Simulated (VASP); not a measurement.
An input for Ansatz (written as the equivalent of a VASP run, and not itself run):

Ansatz 0.2 input:
```yaml
crystal:
  lattice:
    - [4.2311389, 0.0000000, 0.0000000]
    - [0.0000000, 4.2311389, 0.0000000]
    - [0.0000000, 0.0000000, 2.6920535]
  atoms:
    - { symbol: Si, position: [0.0000000, 0.0000000, 0.0000000] }
    - { symbol: Si, position: [0.5000000, 0.5000000, 0.5000000] }
    - { symbol: O, position: [0.3068069, 0.3068069, 0.0000000] }
    - { symbol: O, position: [0.8068069, 0.1931931, 0.5000000] }
    - { symbol: O, position: [0.1931931, 0.8068069, 0.5000000] }
    - { symbol: O, position: [0.6931931, 0.6931931, 0.0000000] }
kpoints:
  mp_grid: { grid: [5, 5, 8] }
hamiltonian:
  xc: pbe
  pseudopotentials: { kind: paw }
scf:
  occupations: { method: gaussian, width: 0.05 }
  max_iter: 100
relax:
  max_steps: 40
  f_tol: 0.02
  cell: { p_target: 5 }
output: { forces: true, stress: true, eigenvalues: true }
```

Question: Write the VASP files for the same calculation (PBE).

Answer: This is not unique; one that fits is 
KPOINTS:
```
Automatic mesh
0
Gamma
5 5 8
0 0 0
```

### INCAR
```
# general
SYSTEM  = SiO2
PREC    = Accurate
ENCUT   = 620
LREAL   = .False.
LASPH   = .True.

# electronic loop
EDIFF   = 1E-6
NELM    = 100
ALGO    = Normal

# smearing
ISMEAR  = 0
SIGMA   = 0.05

# functional
GGA     = PE

# ions
IBRION  = 2
NSW     = 40
ISIF    = 3
EDIFFG  = -0.02
PSTRESS = 50

# output
LWAVE   = .False.
LCHARG  = .False.
```

File POSCAR:
```
SiO2
1
    4.2311389483     0.0000000000     0.0000000000
    0.0000000000     4.2311389483     0.0000000000
    0.0000000000     0.0000000000     2.6920535013
Si O
2 4
Direct
  0.0000000000   0.0000000000   0.0000000000
  0.5000000000   0.5000000000   0.5000000000
  0.3068069293   0.3068069293   0.0000000000
  0.8068069293   0.1931930707   0.5000000000
  0.1931930707   0.8068069293   0.5000000000
  0.6931930707   0.6931930707   0.0000000000
```

POTCAR, in this order: Si O (PBE.64 set). Program: vasp_std.

Limits of the translation: each code has its own PAW files, so the cut-off isn't converted (ENCUT is set for VASP's; basis.ecutwfc is left out, and Ansatz then takes the one that its files recommend); Ansatz stops its SCF on the density residual and VASP on the energy change (EDIFF).

The compound is SiO2 in the rutile structure, stishovite, a high-pressure form. This run relaxes it under an external pressure of 5 GPa. Symmetry was kept, so distortions that lower it aren't found.
